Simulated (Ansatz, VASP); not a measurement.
# Al2Cu (Khatyrkite) in two plane-wave programs, part 2 of 2

One calculation is typed for both programs; each brings its own data sets. How far apart do they land? The cell is taken from a series of runs on this material, whose earlier steps may have relaxed, scaled, displaced or heated it; both programs get it as it stands.

VASP 6.6.1 and Ansatz 0.2.0.

So far: Set-up; VASP: relaxation of cell and atoms, PBE.

## (3) Ansatz: relaxation of cell and atoms, PBE

Level of this step: Ansatz beside VASP: Kohn-Sham DFT, plane waves, PBE (Ansatz).

Ansatz runs on its PAW soft_1 files.

The same cell, functional, mesh and smearing now go to Ansatz, which takes its cutoff from its data sets.

input.yaml

```yaml
crystal:
  lattice:
    - [-3.0133091057, 3.0133091057, 2.4623799347]
    - [3.0133091057, -3.0133091057, 2.4623799347]
    - [3.0133091057, 3.0133091057, -2.4623799347]
  atoms:
    - { symbol: Al, position: [0.6590556641, 0.1590556641, 0.8181113281] }
    - { symbol: Al, position: [0.1590556641, 0.3409443359, 0.5] }
    - { symbol: Al, position: [0.3409443359, 0.8409443359, 0.1818886719] }
    - { symbol: Al, position: [0.8409443359, 0.6590556641, 0.5] }
    - { symbol: Cu, position: [0.25, 0.25, 0.0] }
    - { symbol: Cu, position: [0.75, 0.75, 0.0] }
kpoints:
  mp_grid: { grid: [8, 8, 8] }
hamiltonian:
  xc: pbe
  pseudopotentials: { kind: paw, azcp: { folder: soft_1 } }
scf:
  occupations: { method: methfessel_paxton, width: 0.2 }
output:
  forces: true
  stress: true
  eigenvalues: true
relax:
  adjacent_minimum: "off"
  f_tol: 0.001
  max_steps: 60
  cell: { stress_tol: 0.01 }
```

Started as:

```bash
ansatz run input.yaml --threads 16 --pin off --max-ram 92160MiB --backend cuda --events-out ev --progress --plain --runs-dir out --max-vram 78GiB
```

Numbers of over 12 decimals in the logs are rounded to 6 here.

Log:

```text
Engine: ansatz 0.2.0, aarch64-unknown-linux-gnu
Pseudopotentials: kind: paw
Pseudopotential: Al, paw, valence charge 3, recommended cutoff 420 eV (normal), soft_1/Al.paw.azcp
Pseudopotential: Cu, paw, valence charge 19, recommended cutoff 420 eV (normal), soft_1/Cu.paw.azcp
Functional definition: PBE
  parameter kappa = 0.804
  parameter beta = 0.066725
  exchange = pbe_x(kappa = kappa, mu = beta*pi^2/3)
  correlation = pbe_c(beta = beta)
[...]
Crystal: 6 atoms, lattice volume = 89.434 Å³
Basis set: ecut = 420 eV, 1721 PW (Γ), exchange–correlation on 72×72×72 points (8 copies of the dense FFT grid, shifted against one another)
Bands: 31, of which v1, the nominal top of the filled ones, is band 25 counted from 1 (24 counted from 0)
Symmetry: 16 space group operations
Space group: I4/mcm (ITA 140), of the structure as read, at distance tolerance 4.5e-5 Å
k-points: 59 of 512
Non-local potential: Al, projectors of the file, l = 0: 2, l = 1: 2, l = 2: 1
Non-local potential: Cu, projectors of the file, l = 0: 3, l = 1: 2, l = 2: 3, l = 3: 1
PAW form: soft (Blöchl's): semilocal exchange-correlation on the pseudo side does not see the compensation charge
PAW one-centre angular grid: Al, 110 points (default); XC on 64 Gauss nodes
PAW one-centre angular grid: Cu, 590 points (default); XC on 64 Gauss nodes
Initial density: superposition of atomic densities (chi_scale 0.1, normalization cell, long waves kept (reshape's long-wave potential 0.00 eV rms))
Initial wavefunctions: pseudopotential atomic-orbital guess
[...]
Functional: x = pbe(κ = 0.804, μ = 0.219515), c = pbe(β = 0.066725)
SCF iter   1: F=—  HF=-15408.674316 eV  |F-HF|=—  |Δ(HF+E_count)|=         —  Δρ=3.57e-1  dr2=8.57e1  ethr=3.10e-3  ⟨swp⟩=7.5  Hψ=8668  notcnv=0
preconditioner: auto → Kerker (q_TF=auto, 2.476 Å⁻¹)  [metal: Δε(μ)=0.009 eV  Ē_g=5.926 eV  σ=0.200 eV  W_gap=0.04  n_scr=16 (ndim 8)  ℏωp=22.9 eV  f_vac=0.000  D(μ)=3.73/eV (n_scr^D=34)]
SCF iter   2: F=—  HF=-15402.698692 eV  |F-HF|=—  |Δ(HF+E_count)|=    5.98e0  S|Δr|=    0.00e0  Δρ=1.11e-1  dr2=1.05e1  ethr=3.10e-3  ⟨swp⟩=2.4  Hψ=4180  notcnv=0
[...]
SCF iter   9: F=-15401.316511 eV  HF=-15401.316511 eV  |F-HF|=5.16e-9  |Δ(HF+E_count)|=   1.45e-6  S|Δr|=    0.00e0  Δρ=3.87e-6  dr2=9.89e-9  ethr=2.00e-10  ⟨swp⟩=5.8  Hψ=9328  notcnv=0
SCF 1 converged in 9 iterations: F = -15401.316511 eV  dr2 = 9.89e-9
  greatest PAW one-centre occupation: 0.999 electrons in one spin orbital (limit 2), on the Cu atom at site 5 (counted from 0), in its partial waves of l = 0
relax step   1: F+E_penalty+E_count = -15401.31651143 eV  Δ(F+E_penalty+E_count) = +0.000e0 eV  max|allowed force component| = 3.459e-3 eV/Å  Δτ_max = 0.0000 Å  P = +0.094 GPa  Ω = 89.434 Å³  (9 SCF iters, dr2 threshold 1.00e-7 eV, accepted)
[...]
relax step   2: F+E_penalty+E_count = -15401.33122204 eV  Δ(F+E_penalty+E_count) = -1.471e-2 eV  max|allowed force component| = 3.791e-2 eV/Å  Δτ_max = 0.0001 Å  P = -0.126 GPa  Ω = 89.564 Å³  energy of the carried Pulay correction = -3.979e-5 eV  (5 SCF iters, dr2 threshold 6.00e-7 eV, accepted)
[...]
relax step   3: F+E_penalty+E_count = -15401.32691365 eV  Δ(F+E_penalty+E_count) = +4.308e-3 eV  max|allowed force component| = 1.009e-2 eV/Å  Δτ_max = 0.0165 Å  P = +0.417 GPa  Ω = 89.087 Å³  energy of the carried Pulay correction = +1.067e-4 eV  (6 SCF iters, dr2 threshold 6.00e-7 eV, rejected (line search))
[...]
relax step   4: F+E_penalty+E_count = -15401.33673949 eV  Δ(F+E_penalty+E_count) = -5.517e-3 eV  max|allowed force component| = 8.328e-3 eV/Å  Δτ_max = 0.0102 Å  P = -0.053 GPa  Ω = 89.461 Å³  energy of the carried Pulay correction = -8.340e-6 eV  (9 SCF iters, accepted)
[...]
relax step   5: F+E_penalty+E_count = -15401.33694089 eV  Δ(F+E_penalty+E_count) = -2.014e-4 eV  max|allowed force component| = 1.144e-4 eV/Å  Δτ_max = 0.0025 Å  P = +0.005 GPa  Ω = 89.406 Å³  energy of the carried Pulay correction = +8.593e-6 eV  (5 SCF iters, dr2 threshold 1.84e-7 eV, accepted)
[...]
relax step   6: F+E_penalty+E_count = -15401.33694288 eV  Δ(F+E_penalty+E_count) = -1.988e-6 eV  max|allowed force component| = 2.707e-5 eV/Å  Δτ_max = 0.0001 Å  P = +0.001 GPa  Ω = 89.409 Å³  energy of the carried Pulay correction = +7.621e-6 eV  (4 SCF iters, dr2 threshold 4.16e-9 eV, accepted)
[...]
relax step   7: F+E_penalty+E_count = -15401.33696665 eV  Δ(F+E_penalty+E_count) = -2.378e-5 eV  max|allowed force component| = 1.016e-5 eV/Å  Δτ_max = 0.0000 Å  P = +0.003 GPa  Ω = 89.409 Å³  stress off target by 5.31e-3 GPa  SCF on the basis re-selected at this cell (its energy is not comparable with the rows above)  (8 SCF iters)
basis re-selected at this cell: Δ(F+E_penalty+E_count) = -2.378e-5 eV, ΔP = +0.002 GPa vs the last step (what re-selecting the basis moved, of the pressure what is left beyond the Pulay correction that the steps carried, after the strain that the cell walked since its last selection, with what the two solves' SCF thresholds leave and, on support functions, any second-order correction that the steps lacked; it is no m [...]
SCF converged after 8 iterations
Stability not checked: this state was not tested for a lower state beside it, because cold or Methfessel-Paxton smearing, or corrected tetrahedra, fill the levels in a way that the test cannot read (fill_not_monotonic; see scf.lower_state_search)
Free energy (F): -15401.336967 eV
Harris-Foulkes:  -15401.336967 eV  (|F-HF|=9.09e-12)
Internal energy: -15401.340936 eV  (E = F + TS)
E sigma→0 (E₀):  -15401.337959 eV
Entropy (-TS):   0.003969 eV (0.662 meV/atom)
Fermi energy:    10.226805 eV
--- Per-component energies (eV) ---
  E_band       = -936.117469
  E_kinetic    = 615.860693
  E_local      = -13386.952149  (includes V_loc(G=0)·N_el)
  E_nonlocal   = 1805.393680
  E_hartree    = 5903.715759
  E_xc         = -290.877411
  E_vxc        = -297.762213  (∫ρ·V_xc dr)
  E_paw        = -5498.222136  (= ΣΔE_a)
  E_vpaw       = -1480.091026  (= ΣTr[D̂ρ^β])
  E_aug_tail   = 0.002022  (compensation charges beyond the density's cutoff)
  E_ewald      = -4550.261394
  E_smearing   = 0.003969  (= −TS)
  E_closure    = -0.000000  (closes the sum)
  Σ components = -15401.336967   (vs F -15401.336967, Δ=0.00e0)
--- Forces (eV/Å), atoms counted from 1 ---
  atom   1  Al     0.00001016     0.00001016     0.00000000
  atom   2  Al    -0.00001016     0.00001016     0.00000000
  atom   3  Al    -0.00001016    -0.00001016     0.00000000
  atom   4  Al     0.00001016    -0.00001016     0.00000000
  atom   5  Cu     0.00000000    -0.00000000     0.00000000
  atom   6  Cu    -0.00000000     0.00000000     0.00000000
  max |Σ_I F_I| component: 8.67e-18 eV/Å
--- Stress (GPa, compression-positive) ---
        0.005307       0.000000       0.000000
        0.000000       0.005307      -0.000000
        0.000000       0.000000      -0.002164
  P = ⅓ Tr σ = 0.0028 GPa (0.028 kbar)
--- Band table (eV; the first three rows and the last of 59) ---
  k-point 0: bands = [... 21 lower, 8.1670, 8.9796, 9.1009, 9.1009, 9.4195, 9.9089, 10.2710, 11.7553, ... 2 higher]
  k-point 1: bands = [... 21 lower, 8.6539, 8.6908, 8.6945, 9.2443, 9.6104, 10.3580, 10.9240, 12.1187, ... 2 higher]
  k-point 2: bands = [... 21 lower, 8.0663, 8.1584, 8.8404, 9.4500, 9.4817, 11.8181, 12.1289, 12.5047, ... 2 higher]
  k-point 58: bands = [... 21 lower, 7.1197, 7.1197, 8.5149, 12.8076, 13.1933, 13.1933, 13.5634, 14.3011, ... 2 higher]
--- Relaxed structure (6 steps of the walk, 5 accepted, 1 SCFs on fresh bases) ---
  F+E_penalty+E_count = -15401.33696665 eV   max|allowed force component| = 1.016e-5 eV/Å   (the final SCF, on the basis selected at the relaxed cell)
  cell:  # Å, volume = 89.4091 Å³
    - [-3.041448, 3.041448, 2.416357]
    - [3.041448, -3.041448, 2.416357]
    - [3.041448, 3.041448, -2.416357]
  atoms:
    - { symbol: Al, position: [0.657572, 0.157572, 0.815145] }
    - { symbol: Al, position: [0.157572, 0.342428, 0.5] }
    - { symbol: Al, position: [0.342428, 0.842428, 0.184855] }
    - { symbol: Al, position: [0.842428, 0.657572, 0.5] }
    - { symbol: Cu, position: [0.25, 0.25, 0] }
    - { symbol: Cu, position: [0.750000, 0.750000, 0] }
```

## (4) Comparison

Known differences besides the potentials themselves: the data sets hold 50 valence electrons in Ansatz (on its PAW soft_1 files) and 34 in VASP; the cutoff is 420 eV in Ansatz and 600 eV in VASP; Ansatz adds a Pulay correction to the stress that steers its cell, VASP none. Total energies have different zeros and are not compared.

The two programs side by side:

| quantity | Ansatz | VASP | difference |
| --- | --- | --- | --- |
| volume (Å³) | 89.41 | 89.62 | -0.23 % |
| edge a after relaxation, in the typed setting (Å) | 4.934 | 4.938 | -0.08 % |

## (5) What came out

```
difference in volume (relaxation of cell and atoms, PBE) : -0.23 %
```

The difference in volume is -0.23 % (relaxation of cell and atoms, PBE), within the 1.2 % picked in this series as the mark of a large difference, as far as the stopping tolerances let one tell. The data sets hold unlike numbers of valence electrons (50 in Ansatz and 34 in VASP), so part of the differences comes from the potentials. How closely two codes agree says nothing of how well the functional describes the real material.

[Lines on the potential files, build, host, timing and source positions are cut from VASP's logs without a mark.]

[Logs are printed without paths, hosts, clocks, repeated set-up lines and the standing remarks that a program may print on its own settings, such as how far it seeks lower states.]

[Hosts, paths, dates, database ids (printed as entryN), source tags and the programs' standing remarks are cut or masked in the printed files.]
